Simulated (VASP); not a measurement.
Consider the following.

```xyz
1
Lattice="-2.1300 2.1300 2.1300 2.1300 -2.1300 2.1300 2.1300 2.1300 -2.1300" Properties=species:S:1:pos:R:3 pbc="T T T"
Na     0.0000     0.0000     0.0000
```

These are optB88-vdW, VASP's PBE PAW potentials (set 64) (plane waves; VASP 6.6.1) values and carry that method's errors. Numerical set-up: 520 eV cut-off, 11×11×11 Γ-centred mesh, first-order Methfessel-Paxton smearing of 0.10 eV, potentials Na_pv.

Energy and stress use the plane-wave basis of the starting cell.

**Question.** The ions, cell shape and volume are relaxed. What does this cell relax into?

**Answer.** 
```xyz
1
Lattice="-2.0762 2.0762 2.0762 2.0762 -2.0762 2.0762 2.0762 2.0762 -2.0762" Properties=species:S:1:pos:R:3 pbc="T T T"
Na     0.0000     0.0000     0.0000
```
Space group Im-3m (229), at a tolerance of 0.03 Å.

**Question.** How do energy and volume change from the first to the last step?

**Answer.** The energy (σ→0) changes by -4.6 meV/atom and the volume by -7.4 %, in 5 ionic steps.

The compound is Na in the bcc structure. This run relaxes it. Symmetry was kept, so distortions that lower it aren't found.
